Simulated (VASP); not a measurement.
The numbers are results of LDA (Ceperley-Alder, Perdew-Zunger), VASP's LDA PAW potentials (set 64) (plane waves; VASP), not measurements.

Input for VASP

### INCAR
```
SYSTEM = ZnO
PREC = Accurate
ENCUT = 520
EDIFF = 1E-8
NELM = 100
ALGO = Normal
LREAL = .FALSE.
LASPH = .TRUE.
ISMEAR = 0
SIGMA = 0.05
LMAXMIX = 4
LWAVE = .FALSE.
LCHARG = .FALSE.
IBRION = 1
ISIF = 2
NSW = 30
EDIFFG = -0.001
```

File POSCAR:
```
ZnO
1.0
  1.5980435448  -2.7678930284   0.0000000000
  1.5980435448   2.7678930284   0.0000000000
  0.0000000000   0.0000000000   5.1654909297
Zn O
2 2
Direct
  0.6666670000   0.3333330000   0.5018010635
  0.3333330000   0.6666670000   0.0018010635
  0.6666670000   0.3333330000   0.8801989365
  0.3333330000   0.6666670000   0.3801989365
```

**KPOINTS**
```
K-points
0
gamma
 7 7 4
0 0 0
```

POTCAR, in this order: Zn O (LDA.64 set). Program: vasp_std.

Task: What does the run give for the energy per atom (σ→0)?

Result: 
```json
{
  "energy per atom (σ→0)": "-5.289 eV/atom"
}
```

### OSZICAR
```
...
   1 F= -.21157635E+02 E0= -.21157635E+02  d E =-.211576E+02
       N       E                     dE             d eps       ncg     rms          rms(c)
DAV:   1    -0.211576353916E+02   -0.65073E-07   -0.59304E-04  1056   0.195E-01    0.542E-03
DAV:   2    -0.211576368289E+02   -0.14374E-05   -0.15105E-05  1134   0.353E-02    0.344E-03
DAV:   3    -0.211576367923E+02    0.36631E-07   -0.80520E-08  1210   0.376E-03    0.222E-03
DAV:   4    -0.211576367685E+02    0.23776E-07   -0.62475E-08  1098   0.317E-03    0.200E-04
DAV:   5    -0.211576367697E+02   -0.11532E-08   -0.24598E-08   954   0.125E-03
   2 F= -.21157637E+02 E0= -.21157637E+02  d E =-.145031E-05
```

The compound is ZnO in the wurtzite structure. This run relaxes the ions in a fixed cell. Symmetry was kept, so distortions that lower it aren't found. The start is the result of an earlier pass.
